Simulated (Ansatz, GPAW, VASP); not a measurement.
# One structure in several programs: SrCl₂ (P1, 3 atoms in the cell)

Self-consistent single point.

```
CELL_PARAMETERS angstrom
      0.00000     3.49000     3.49000
      3.49000     0.00000     3.49000
      3.49000     3.49000     0.00000
ATOMIC_POSITIONS crystal
  Sr 0.99730 0.99108 0.00238
  Cl 0.24109 0.25738 0.24815
  Cl 0.76162 0.75154 0.74947
```

Shared settings, as Ansatz (an electronic-structure program) writes them: kpoints.mp_grid.grid = 4 4 4; scf.occupations.method = fermi_dirac; scf.occupations.width = 0.0037 Ry. Potentials and cutoffs stand in the table.

| code | model | pressure (GPa) | largest force (eV/Å) | gap on the mesh (eV) | cutoff |
|---|---|---|---|---|---|
| GPAW | LDA (Perdew-Wang 92), GPAW PAW datasets LDA (gpaw-data 1.0.1) | -2.79 | 0.231 | 4.861 | 550 eV |
| VASP | LDA (PZ), VASP's LDA PAW potentials (set 64) | -2.92 | 0.230 | 4.863 | 300 eV |
| Ansatz | LDA (PW92), default PAW files made with PBE | -2.79 | 0.227 | 4.859 | default |

Size of the force on each atom (eV/Å): Sizes of forces hide their directions.

```json
[
 {"code": "GPAW", "Sr1": "0.188", "Cl2": "0.163", "Cl3": "0.231"},
 {"code": "VASP", "Sr1": "0.186", "Cl2": "0.162", "Cl3": "0.230"},
 {"code": "Ansatz", "Sr1": "0.181", "Cl2": "0.161", "Cl3": "0.227"}
]
```

Gaps are read on the mesh.

The spread over the programs that give each value: pressure within 0.13 GPa; largest force within 0.004 eV/Å; gap on the mesh within 0.004 eV.

Ansatz's pressure is given at a fixed set of plane waves, as the other plane-wave codes print theirs. The same LDA comes in different parametrisations, which differ slightly.

VASP's run is marked for a possible Pulay error in its stress at this cutoff; no cutoff test was made.

The starting cell has typed, rounded lattice constants, without a prior relaxation at this level. Its atoms were displaced at random from the sites of space group no. 225.

Left out of this page: ABINIT (with a known weakness of the program); CP2K, Elk, FLEUR and SIESTA (not drawn, or without a comparable value).

Keys are those of Ansatz 0.2.
